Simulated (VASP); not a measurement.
Calculation: LDA (Ceperley-Alder, Perdew-Zunger), VASP's LDA PAW potentials (set 64) (plane waves; VASP).

Input for VASP

### KPOINTS
```
Automatic mesh
0
Gamma
9 9 9
0 0 0
```

File POSCAR:
```
Si
1
    0.0000000000     2.7014653578     2.7014653578
    2.7014653578    -0.0000000000     2.7014653578
    2.7014653578     2.7014653578    -0.0000000000
Si
2
Direct
  0.0000000000   0.0000000000   0.0000000000
  0.2500000000   0.2500000000   0.2500000000
```

INCAR:
```
! general
SYSTEM  =  Si
PREC    =  Accurate
ENCUT   =  400
LREAL   =  .FALSE.
LASPH   =  .TRUE.

! electronic loop
EDIFF   =  1E-7
NELM    =  100
ALGO    =  Normal

! smearing
ISMEAR  =  -5

! ions
ISIF    =  2

! output
LWAVE   =  .FALSE.
LCHARG  =  .TRUE.
LORBIT  =  11
NEDOS   =  601
```

POTCAR, in this order: Si (LDA.64 set). Program: vasp_std.

The run wrote:

OUTCAR:
```
 ion  position               nearest neighbor table
   1  0.000  0.000  0.000-   2 2.34   2 2.34   2 2.34   2 2.34
   2  0.250  0.250  0.250-   1 2.34   1 2.34   1 2.34   1 2.34
  LATTYP: Found a face centered cubic cell.
 ALAT       =     5.4029307156
 Subroutine PRICEL returns:
 Original cell was already a primitive cell.
 Subroutine GETGRP returns: Found 48 space group operations
The static configuration has the point symmetry T_d .
 The point group associated with its full space group is O_h .
The dynamic configuration has the point symmetry T_d .
 Subroutine INISYM returns: Found 48 space group operations
 Subroutine IBZKPT returns following result:
 Found     35 irreducible k-points:

 Following reciprocal coordinates:
            Coordinates               Weight
  0.000000  0.000000  0.000000      1.000000
  0.111111  0.000000  0.000000      8.000000
  0.222222  0.000000  0.000000      8.000000
  0.333333  0.000000  0.000000      8.000000
  0.444444  0.000000  0.000000      8.000000
  0.111111  0.111111  0.000000      6.000000
  0.222222  0.111111  0.000000     24.000000
  0.333333  0.111111  0.000000     24.000000
  0.444444  0.111111  0.000000     24.000000
 -0.444444  0.111111  0.000000     24.000000
 -0.333333  0.111111  0.000000     24.000000
 -0.222222  0.111111  0.000000     24.000000
 -0.111111  0.111111  0.000000     12.000000
  0.222222  0.222222  0.000000      6.000000
  0.333333  0.222222  0.000000     24.000000
  0.444444  0.222222  0.000000     24.000000
 -0.444444  0.222222  0.000000     24.000000
 -0.333333  0.222222  0.000000     24.000000
 -0.222222  0.222222  0.000000     12.000000
  0.333333  0.333333  0.000000      6.000000
  0.444444  0.333333  0.000000     24.000000
 -0.444444  0.333333  0.000000     24.000000
 -0.333333  0.333333  0.000000     12.000000
  0.444444  0.444444  0.000000      6.000000
 -0.444444  0.444444  0.000000     12.000000
  0.333333  0.222222  0.111111     24.000000
  0.444444  0.222222  0.111111     48.000000
 -0.444444  0.222222  0.111111     48.000000
  0.444444  0.333333  0.111111     24.000000
 -0.444444  0.333333  0.111111     48.000000
 -0.333333  0.333333  0.111111     48.000000
 -0.222222  0.333333  0.111111     24.000000
 -0.444444  0.444444  0.111111     24.000000
 -0.333333  0.444444  0.111111     24.000000
 -0.333333  0.444444  0.222222     24.000000
   k-points           NKPTS =     35   k-points in BZ     NKDIM =     35   number of bands    NBANDS=      8
   number of dos      NEDOS =    601   number of ions     NIONS =      2
   total plane-waves  NPLWV =  21952
   dimension x,y,z NGX =    28 NGY =   28 NGZ =   28
   dimension x,y,z NGXF=    56 NGYF=   56 NGZF=   56
   ions per type =               2
   PREC   = accura    normal or accurate (medium, high low for compatibility)
   ISTART =      0    job   : 0-new  1-cont  2-samecut
   ICHARG =      2    charge: 1-file 2-atom 10-const
   ISPIN  =      1    spin polarized calculation?
   LNONCOLLINEAR =      F non collinear calculations
   LSORBIT =      F    spin-orbit coupling
   INIWAV =      1    electr: 0-lowe 1-rand  2-diag
   ENCUT  =  400.0 eV  29.40 Ry    5.42 a.u.   6.23  6.23  6.23*2*pi/ulx,y,z
   NELM   =    100;   NELMIN=  2; NELMDL= -5     # of ELM steps
   EDIFF  = 0.1E-06   stopping-criterion for ELM
   LREAL  =      F    real-space projection
   NLSPLINE    = F    spline interpolate recip. space projectors
   LMAXMIX     =    2 max onsite mixed and CHGCAR
   VOSKOWN=      0    Vosko Wilk Nusair interpolation
   EDIFFG = 0.1E-05   stopping-criterion for IOM
   NSW    =      0    number of steps for IOM
   NBLOCK =      1;   KBLOCK =      1    inner block; outer block
...
```

**OSZICAR**
```
       N       E                     dE             d eps       ncg     rms          rms(c)
DAV:   1     0.402946497828E+01    0.40295E+01   -0.28009E+03   560   0.620E+02
DAV:   2    -0.119418104605E+02   -0.15971E+02   -0.15601E+02   832   0.754E+01
DAV:   3    -0.121881833299E+02   -0.24637E+00   -0.24637E+00   736   0.117E+01
DAV:   4    -0.121892239741E+02   -0.10406E-02   -0.10406E-02   928   0.792E-01
DAV:   5    -0.121892259809E+02   -0.20068E-05   -0.20068E-05   752   0.214E-02    0.510E+00
DAV:   6    -0.120020563696E+02    0.18717E+00   -0.12849E-01   680   0.179E+00    0.306E+00
DAV:   7    -0.119176003311E+02    0.84456E-01   -0.22379E-01   696   0.241E+00    0.252E-01
DAV:   8    -0.119176050959E+02   -0.47649E-05   -0.64860E-03   616   0.599E-01    0.685E-02
DAV:   9    -0.119175866774E+02    0.18419E-04   -0.21259E-04   864   0.975E-02    0.595E-02
DAV:  10    -0.119175907535E+02   -0.40761E-05   -0.10949E-05   672   0.238E-02    0.332E-02
DAV:  11    -0.119175907010E+02    0.52522E-07   -0.66855E-07   840   0.576E-03
   1 F= -.11917591E+02 E0= -.11917591E+02  d E =0.000000E+00
```

### OUTCAR
```
------------------------ aborting loop because EDIFF is reached ----------------------------------------
  FORCE on cell =-STRESS in cart. coord.  units (eV):
  Direction    XX          YY          ZZ          XY          YZ          ZX
  --------------------------------------------------------------------------------------
  Total       -0.0019014     -0.0019014     -0.0019014      0.0000000      0.0000000      0.0000000
  in kB       -0.0772587     -0.0772587     -0.0772587      0.0000000      0.0000000      0.0000000
  external PRESSURE =      -0.0772587 kB  Pullay stress =       0.0000000 kB
  volume of cell :       39.43
      direct lattice vectors                 reciprocal lattice vectors
     0.000000000  2.701465358  2.701465358    -0.185084735  0.185084735  0.185084735
     2.701465358  0.000000000  2.701465358     0.185084735 -0.185084735  0.185084735
     2.701465358  2.701465358  0.000000000     0.185084735  0.185084735 -0.185084735
 POSITION                                       TOTAL-FORCE (eV/Angst)
 -----------------------------------------------------------------------------------
      0.00000      0.00000      0.00000        -0.000000     -0.000000     -0.000000
      1.35073      1.35073      1.35073         0.000000      0.000000      0.000000
 -----------------------------------------------------------------------------------
    total drift:                                0.000000      0.000000     -0.000000
  FREE ENERGIE OF THE ION-ELECTRON SYSTEM (eV)
  ---------------------------------------------------
  free  energy   TOTEN  =       -11.9175907010 eV

  energy  without entropy=      -11.9175907010  energy(sigma->0) =      -11.91759070

 total charge

# of ion       s       p       d       tot
------------------------------------------
    1        0.759   0.957   0.000   1.716
    2        0.759   0.957   0.000   1.716
--------------------------------------------------
tot          1.517   1.915   0.000   3.432
```
(Selected blocks of OUTCAR.)

The compound is Si in the diamond structure. It was relaxed first.
